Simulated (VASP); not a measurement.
Here is the system:

```
CELL_PARAMETERS angstrom
      4.85348     0.00000     0.00000
      0.00000     4.85348     0.00000
      0.00000     0.00000     3.24360
ATOMIC_POSITIONS crystal
  Zr 0.00000 0.00000 0.00000
  Zr 0.50000 0.50000 0.50000
  O  0.69427 0.30573 0.00000
  O  0.30573 0.69427 0.00000
  O  0.19427 0.19427 0.50000
  O  0.80573 0.80573 0.50000
```

Calculation: PBEsol GGA, VASP's PBE PAW potentials (set 64) (plane waves; VASP). Run with 520 eV cut-off, 5×5×8 Γ-centred mesh, tetrahedra with Blöchl corrections, potentials Zr_sv O.

### Question
What does the run give for the energy per atom (σ→0), band gap (on the k-mesh) with the smallest direct gap where there is one?

### Answer

- band gap (on the k-mesh) = 3.59 eV
- smallest direct gap (on the k-mesh) = 3.59 eV
- energy per atom (σ→0) = -9.946 eV/atom

Total energies compare only between runs with the same potentials, cut-off and functional.

The structure comes from a computed database's ZrO2 entry (P4_2/mnm); how it stands against other phases isn't given here. It was relaxed first.
